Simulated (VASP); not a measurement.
Output of a VASP run:

**OSZICAR**
```
       N       E                     dE             d eps       ncg     rms          rms(c)
DAV:   1     0.216673762606E+03    0.21667E+03   -0.13736E+04  2704   0.173E+03
DAV:   2    -0.165145117282E+02   -0.23319E+03   -0.23171E+03  2848   0.482E+02
DAV:   3    -0.241712541112E+02   -0.76567E+01   -0.75937E+01  3504   0.994E+01
DAV:   4    -0.242824165242E+02   -0.11116E+00   -0.11116E+00  3280   0.118E+01
DAV:   5    -0.242846272891E+02   -0.22108E-02   -0.22108E-02  3560   0.134E+00    0.192E+01
DAV:   6    -0.204953466293E+02    0.37893E+01   -0.22597E+01  2856   0.566E+01    0.301E+00
DAV:   7    -0.204583655130E+02    0.36981E-01   -0.20197E-01  2904   0.553E+00    0.173E+00
DAV:   8    -0.204323289883E+02    0.26037E-01   -0.24100E-02  3624   0.211E+00    0.174E-01
DAV:   9    -0.204322076079E+02    0.12138E-03   -0.22547E-03  3056   0.570E-01    0.987E-02
DAV:  10    -0.204321900609E+02    0.17547E-04   -0.56393E-04  2984   0.255E-01    0.365E-02
DAV:  11    -0.204321790814E+02    0.10980E-04   -0.90945E-05  3160   0.949E-02    0.562E-03
DAV:  12    -0.204321812272E+02   -0.21459E-05   -0.47783E-06  3808   0.194E-02    0.492E-03
DAV:  13    -0.204321812767E+02   -0.49429E-07   -0.90307E-08  1872   0.208E-03
   1 F= -.20432181E+02 E0= -.20432182E+02  d E =-.204322E+02
```

### OUTCAR
```
------------------------ aborting loop because EDIFF is reached ----------------------------------------
  FORCE on cell =-STRESS in cart. coord.  units (eV):
  Direction    XX          YY          ZZ          XY          YZ          ZX
  --------------------------------------------------------------------------------------
  Total       -2.0439185     -2.0439185     -2.0439185     -0.0000000      0.0000000     -0.0000000
  in kB     -139.4984437   -139.4984437   -139.4984437     -0.0000000      0.0000000     -0.0000000
  external PRESSURE =    -139.4984437 kB  Pullay stress =       0.0000000 kB
  volume of cell :       23.47
      direct lattice vectors                 reciprocal lattice vectors
     2.863309297  0.000000000  0.000000000     0.349246238  0.000000000  0.000000000
     0.000000000  2.863309297  0.000000000     0.000000000  0.349246238  0.000000000
     0.000000000  0.000000000  2.863309297     0.000000000  0.000000000  0.349246238
 POSITION                                       TOTAL-FORCE (eV/Angst)
 -----------------------------------------------------------------------------------
      0.00000      0.00000      0.00000         0.000000      0.000000      0.000000
      1.43165      1.43165      1.43165        -0.000000     -0.000000     -0.000000
 -----------------------------------------------------------------------------------
    total drift:                               -0.000000      0.000000      0.000000
  FREE ENERGIE OF THE ION-ELECTRON SYSTEM (eV)
  ---------------------------------------------------
  free  energy   TOTEN  =       -20.4321812767 eV

  energy  without entropy=      -20.4321841585  energy(sigma->0) =      -20.43218224

 reached required accuracy - stopping structural energy minimisation
```
(Selected blocks of OUTCAR.)

POSCAR:
```
Cr
1
    2.8633092972     0.0000000000     0.0000000000
    0.0000000000     2.8633092972     0.0000000000
    0.0000000000     0.0000000000     2.8633092972
Cr
2
Direct
  0.0000000000   0.0000000000   0.0000000000
  0.5000000000   0.5000000000   0.5000000000
```

Q: Reconstruct the remaining input files.

A: Several could match; the one computed here: the input of the run itself, PBEsol GGA, plane waves, VASP's PBE PAW potentials (set 64).

INCAR:
```
SYSTEM = Cr
PREC = Accurate; ENCUT = 480; LREAL = .FALSE.
LASPH = .TRUE.
EDIFF = 1E-7; NELM = 100; ALGO = Normal
LMAXMIX = 4
ISMEAR = 1; SIGMA = 0.1
GGA = PS
IBRION = 2; NSW = 30; ISIF = 2
EDIFFG = -0.01
LWAVE = .FALSE.; LCHARG = .FALSE.
```

**KPOINTS**
```
Automatic mesh
0
Gamma
12 12 12
0 0 0
```

POTCAR, in this order: Cr_pv (PBE.64 set). Program: vasp_std.

The compound is Cr in the bcc, AFM order structure. This cell was strained or had an atom moved on purpose. The run is not spin-polarised, so no magnetic state was tried.
